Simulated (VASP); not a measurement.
An input for Quantum ESPRESSO's pw.x (written as the equivalent of a VASP run, and not itself run):

```
&CONTROL
  calculation = 'scf'
  pseudo_dir = './pseudo'
  outdir = './out'
  tprnfor = .true.
  tstress = .true.
/
&SYSTEM
  ibrav = 0
  nat = 4
  ntyp = 3
  ecutwfc = 96
  occupations = 'smearing'
  smearing = 'fermi-dirac'
  degauss = 0.000735
  input_dft = 'pbesol'
  nspin = 2
  starting_magnetization(1) = 0.3
  starting_magnetization(2) = -0.3
/
&ELECTRONS
  conv_thr = 7.3e-08
  electron_maxstep = 100
/
ATOMIC_SPECIES
  Co1 58.933 Co.upf
  Co2 58.933 Co.upf
  O 15.999 O.upf
CELL_PARAMETERS angstrom
     4.2600000    2.1300000    2.1300000
     2.1300000    4.2600000    2.1300000
     2.1300000    2.1300000    4.2600000
ATOMIC_POSITIONS crystal
  Co1  0.0000000  0.0000000  0.0000000
  Co2  0.5000000  0.5000000  0.5000000
  O    0.2500000  0.2500000  0.2500000
  O    0.7500000  0.7500000  0.7500000
K_POINTS automatic
  6 6 6 0 0 0
```

Problem. Write the VASP files for the same calculation (PBEsol).

Solution. One answer among several that fit: 
INCAR:
```
# general
SYSTEM =CoO
PREC   =Accurate
ENCUT  =400   # plane-wave cut-off (eV)
LREAL  =.FALSE.   # projection in real space or not
LASPH  =.TRUE.   # aspherical one-centre terms

# electronic loop
EDIFF  =1E-6
NELM   =100
ALGO   =Normal   # blocked Davidson
LMAXMIX=4   # l cut-off of mixed one-centre charges

# smearing
ISMEAR =-1   # Fermi-Dirac
SIGMA  =0.01   # width (eV)

# functional
GGA    =PS   # PBEsol

# spin
ISPIN  =2
MAGMOM =3.0 -3.0 0.0 0.0

# ions
ISIF   =2   # forces and stress, cell fixed

# output
LWAVE  =.FALSE.
LCHARG =.FALSE.
LORBIT =11
```

### POSCAR
```
CoO
1.0
  4.2600000000   2.1300000000   2.1300000000
  2.1300000000   4.2600000000   2.1300000000
  2.1300000000   2.1300000000   4.2600000000
Co O
2 2
Cartesian
  0.0000000000   0.0000000000   0.0000000000
  4.2600000000   4.2600000000   4.2600000000
  2.1300000000   2.1300000000   2.1300000000
  6.3900000000   6.3900000000   6.3900000000
```

**KPOINTS**
```
Automatic mesh
0
Gamma
6 6 6
0 0 0
```

POTCAR, in this order: Co O (PBE.64 set). Program: vasp_std.

The two are equivalent in intent, not identical: the potentials are each code's own (VASP's PAW set, PseudoDojo norm-conserving files in pw.x), so ENCUT and ecutwfc are chosen apart and not converted; conv_thr bounds pw.x's estimated SCF error, while EDIFF bounds the energy change between steps; starting_magnetization is a fraction of the valence charge and MAGMOM a moment in μB, so they match only roughly.

The structure is a typed CoO crystal (Fm-3m). The cell was not relaxed at this level. The k-mesh is coarse (spacing up to 0.41 per Å, 2π included), so the numbers may not be converged in it. The run is one of a series of settings (GGA = PS against the base run), some of them coarse on purpose.
